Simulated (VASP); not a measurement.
## Ir: band structure with r2SCAN

The system is Ir.

```
Ir
1.0
     0.00000    1.91729    1.91729
     1.91729    0.00000    1.91729
     1.91729    1.91729    0.00000
Ir
1
Direct
  0.00000 0.00000 0.00000
```

* Program: VASP 6.6.1
* Task: band structure
* Functional: r2SCAN
* Potentials or basis: VASP PAW PBE potentials, release 64 (Ir)
* Cutoff: 520 eV
* k mesh: 16 × 16 × 16
* Occupations: methfessel-paxton, width 0.1 eV
* Spin: no spin polarisation
* Further INCAR settings: ALGO = Normal; EDIFF = 1e-06; NBANDS = 10

The pressure is 5.7 GPa and the band gap along the path is none (metal or under the smearing width).

Levels at the corners of the path, in eV from the Fermi level:
```csv
point,band 1,band 2,band 3,band 4,band 5,band 6,band 7,band 8,band 9
Γ,-11.57,-4.01,-4.01,-4.01,-1.29,-1.29,15.10,20.98,20.98
X,-8.25,-7.66,0.86,1.59,1.59,1.79,11.13,12.35,12.35
X,-8.25,-7.66,0.86,1.59,1.59,1.79,11.13,12.35,12.35
W,-6.52,-5.08,-5.08,-1.89,1.60,8.75,9.52,9.52,13.97
W,-6.52,-5.08,-5.08,-1.89,1.60,8.75,9.52,9.52,13.97
K,-7.24,-6.24,-3.00,-0.96,0.69,6.79,8.07,12.06,16.34
K,-7.24,-6.24,-3.00,-0.96,0.69,6.79,8.07,12.06,16.34
Γ,-11.57,-4.01,-4.01,-4.01,-1.29,-1.29,15.10,20.98,20.98
Γ,-11.57,-4.01,-4.01,-4.01,-1.29,-1.29,15.10,20.98,20.98
L,-8.45,-4.17,-4.17,-0.71,0.95,0.95,7.71,14.72,20.86
L,-8.45,-4.17,-4.17,-0.71,0.95,0.95,7.71,14.72,20.86
U,-7.24,-6.24,-3.00,-0.96,0.69,6.79,8.07,12.06,16.34
U,-7.24,-6.24,-3.00,-0.96,0.69,6.79,8.07,12.06,16.34
W,-6.52,-5.08,-5.08,-1.89,1.60,8.75,9.52,9.52,13.97
W,-6.52,-5.08,-5.08,-1.89,1.60,8.75,9.52,9.52,13.97
L,-8.45,-4.17,-4.17,-0.71,0.95,0.95,7.71,14.72,20.86
L,-8.45,-4.17,-4.17,-0.71,0.95,0.95,7.71,14.72,20.86
K,-7.24,-6.24,-3.00,-0.96,0.69,6.79,8.07,12.06,16.34
U,-7.24,-6.24,-3.00,-0.96,0.69,6.79,8.07,12.06,16.34
X,-8.25,-7.66,0.86,1.59,1.59,1.79,11.13,12.35,12.35
```

Run time: 25 s on 4 MPI ranks on Intel(R) Xeon(R) Platinum 8488C (Sapphire Rapids) (shared host), peak memory 0.16 GiB a rank.

Caveat: the PAW data sets were made with another functional, which shifts forces and pressure a little; spin-orbit coupling is left out, which moves the levels of the heavy elements.
